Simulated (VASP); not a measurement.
Input of a VASP 6.6.1 run:

The input INCAR:

```
  PREC = Accurate
  ENCUT = 600
  EDIFF = 1E-6
  ISMEAR = 0
  SIGMA = 0.1
  LREAL = False
  LASPH = True
  NELM = 80
  ALGO = Fast
  ISIF = 3
  LWAVE = False
  LCHARG = False
  GGA = PE
  IBRION = 2
  NSW = 60
  EDIFFG = -0.01
```

Contents of KPOINTS:

```
Automatic mesh
0
Gamma
  12 12 12
```

File POSCAR:

```
TiN
1.0
    0.0000000000      2.1250000000      2.1250000000
    2.1250000000      0.0000000000      2.1250000000
    2.1250000000      2.1250000000      0.0000000000
Ti N
1 1
Direct
    0.0000000000      0.0000000000      0.0000000000
    0.5000000000      0.5000000000      0.5000000000
```

Potentials or basis: VASP PAW PBE potentials, release 64 (Ti_sv, N).

Run with:

```bash
$ cat potpaw_PBE.64/Ti_sv/POTCAR potpaw_PBE.64/N/POTCAR > POTCAR
$ mpirun -np 1 vasp_std > vasp.out
```

Estimate the relaxed volume.

9.58 Å³/atom.

Estimate the space group after relaxing (to 0.05 Å).

Fm-3m (No. 225).

Predict the band gap on the k mesh.

none (metal or under the smearing width).

Predict the relaxed cell.

a = 3.004 Å, b = 3.004 Å, c = 3.004 Å, α = 60.00°, β = 60.00°, γ = 60.00°.

Final structure:
```
CELL_PARAMETERS angstrom
0.00000 2.12389 2.12389
2.12389 0.00000 2.12389
2.12389 2.12389 0.00000
ATOMIC_POSITIONS crystal
Ti 0.00000 0.00000 0.00000
N 0.50000 0.50000 0.50000
```
